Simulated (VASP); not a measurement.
Given:

```
CsCl
1.0
    4.14288     0.00000     0.00000
    0.00000     4.14288     0.00000
    0.00000     0.00000     4.14288
Cs Cl
1 1
Direct
  0.00000   0.00000   0.00000
  0.50000   0.50000   0.50000
```

Method: r2SCAN meta-GGA, VASP's PBE PAW potentials (set 64) (plane waves; VASP 6.6.1). Settings: 480 eV cut-off, 6×6×6 Γ-centred mesh, Gaussian smearing of 0.050 eV, potentials Cs_sv Cl.

Each relaxation starts from this cell; other phases were not tried.

Problem. The cell is relaxed at 2 GPa. What happens?

Solution. The volume per atom goes from 35.55 to 32.60 Å³ (-8.3 %), and the cell becomes a = 4.025 Å, b = 4.025 Å, c = 4.025 Å, α = 90.00°, β = 90.00°, γ = 90.00°, space group Pm-3m. The gap on the mesh goes from 5.91 to 5.81 eV.

Problem. The cell is relaxed at 20 GPa. What happens?

Solution. The volume per atom goes from 35.55 to 23.94 Å³ (-32.7 %), and the cell becomes a = 3.6310 Å, b = 3.6310 Å, c = 3.6310 Å, α = 90.00°, β = 90.00°, γ = 90.00°, space group Pm-3m. The gap on the mesh goes from 5.91 to 4.97 eV.

Failed runs are left out, and for metals the shear rows, which the mesh's noise covers.

The compound is CsCl in the CsCl type structure.
